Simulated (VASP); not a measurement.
```yaml
crystal:
  lattice:
    - [0.00000, 2.27512, 2.27512]
    - [2.27512, 0.00000, 2.27512]
    - [2.27512, 2.27512, 0.00000]
  atoms:
    - { symbol: Na, position: [0.00000, 0.00000, 0.00000] }
    - { symbol: F, position: [0.50000, 0.50000, 0.50000] }
```

All values below come from r2SCAN+rVV10, VASP's PBE PAW potentials (set 64) (plane waves; VASP). Settings: 520 eV cut-off, 11×11×11 Γ-centred mesh, tetrahedra with Blöchl corrections, potentials Na_pv F.

What does the run give for the energy per atom (σ→0), band gap (over mesh and band path) with the smallest direct gap where there is one?

band gap (over mesh and band path): 7.41 eV
smallest direct gap (over mesh and band path): 7.41 eV
energy per atom (σ→0): -6.046 eV/atom

The structure comes from a measured NaF entry (Fm-3m) of the Crystallography Open Database, whose conditions weren't checked. It was relaxed first, which changed the volume by -5 %.
